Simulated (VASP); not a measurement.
Consider the following.

```xyz
8
Lattice="-0.0168 6.2560 6.3008 6.2560 -0.0168 6.3008 3.1196 3.1196 0.0000" Properties=species:S:1:pos:R:3 pbc="T T T"
Cd     6.2392     6.2392    12.5534
Cd     6.2659     9.3323     9.4558
Cd     9.3323     6.2659     9.4558
Te     1.5598     1.5598     1.5830
Te     4.5465     1.6928     4.8638
Te     1.6928     4.5465     4.8638
Te     4.6794     4.6794     7.6336
Be     3.1196     3.1196     6.2982
```

These are PBEsol GGA, VASP's PBE PAW potentials (set 64) (plane waves; VASP 6.6.1) values and carry that method's errors. Numerical set-up: 400 eV cut-off, 4×4×7 Γ-centred mesh, tetrahedra with Blöchl corrections, potentials Cd Te Be.

Unless said otherwise, spin-orbit coupling is left out, though it shifts the bands of the heavy elements here.

What does the run give for the energy per atom (σ→0), band gap (on the k-mesh) with the smallest direct gap where there is one?

| Property | Value |
|---|---|
| band gap (on the k-mesh) | 0.99 eV |
| smallest direct gap (on the k-mesh) | 0.99 eV |
| energy per atom (σ→0) | -3.033 eV/atom |

Total energies compare only between runs with the same potentials, cut-off and functional.

The structure was generated: BeCd3Te4 was put into an ordered model structure (Amm2), which need not be its known phase. It was relaxed first.
